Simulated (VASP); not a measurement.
An input for Quantum ESPRESSO's pw.x (written as the equivalent of a VASP run, and not itself run):

```
&CONTROL
  calculation = 'vc-relax'
  pseudo_dir = './pseudo'
  outdir = './out'
  tprnfor = .true.
  tstress = .true.
  nstep = 60
  forc_conv_thr = 0.00078
/
&SYSTEM
  ibrav = 0
  nat = 6
  ntyp = 3
  ecutwfc = 88
  occupations = 'smearing'
  smearing = 'gaussian'
  degauss = 0.003675
  input_dft = 'pbesol'
/
&ELECTRONS
  conv_thr = 7.3e-08
  electron_maxstep = 100
/
&IONS
/
&CELL
/
ATOMIC_SPECIES
  Na 22.990 Na.upf
  Tl 204.380 Tl.upf
  O 15.999 O.upf
CELL_PARAMETERS angstrom
     3.4736099   -0.0000000   -0.0000000
    -1.7368049    3.0082341    0.0000000
     0.0000000    0.0000000   11.3944271
ATOMIC_POSITIONS crystal
  Na   0.6666670  0.3333330  0.8935094
  Na   0.3333330  0.6666670  0.3935094
  Tl   0.3333330  0.6666670  0.1154118
  Tl   0.6666670  0.3333330  0.6154118
  O    1.0000000  1.0000000  0.9910888
  O    1.0000000  0.0000000  0.4910888
K_POINTS automatic
  7 7 2 0 0 0
```

Translate this input to VASP (INCAR, KPOINTS, POSCAR, choice of POTCAR).

This is not unique; one that fits is 
INCAR:
```
ALGO=Normal
EDIFF=1E-6
EDIFFG=-0.02
ENCUT=520
GGA=PS
IBRION=2
ISIF=3
ISMEAR=0
LASPH=T
LCHARG=F
LMAXMIX=4
LREAL=F
LWAVE=F
NELM=100
NSW=60
PREC=Accurate
SIGMA=0.05
SYSTEM=NaTlO
```

**POSCAR**
```
NaTlO
1
    3.4736098625    -0.0000000000    -0.0000000000
   -1.7368049313     3.0082341295     0.0000000000
    0.0000000000     0.0000000000    11.3944270728
Na Tl O
2 2 2
Direct
  0.6666670000   0.3333330000   0.8935094400
  0.3333330000   0.6666670000   0.3935094400
  0.3333330000   0.6666670000   0.1154118000
  0.6666670000   0.3333330000   0.6154118000
  1.0000000000   1.0000000000   0.9910887600
  1.0000000000   0.0000000000   0.4910887600
```

File KPOINTS:
```
Automatic mesh
0
G
  7 7 2
0 0 0
```

POTCAR, in this order: Na_pv Tl_d O (PBE.64 set). Program: vasp_std.

What does not carry over: the potentials are each code's own (VASP's PAW set, PseudoDojo norm-conserving files in pw.x), so ENCUT and ecutwfc are chosen apart and not converted; conv_thr bounds pw.x's estimated SCF error, while EDIFF bounds the energy change between steps; forc_conv_thr acts on force components and is met together with etot_conv_thr.

The structure comes from a computed database's NaTlO entry (P6_3mc); how it stands against other phases isn't given here. This run relaxes it. Symmetry was kept, so distortions that lower it aren't found. The start is the result of an earlier pass.
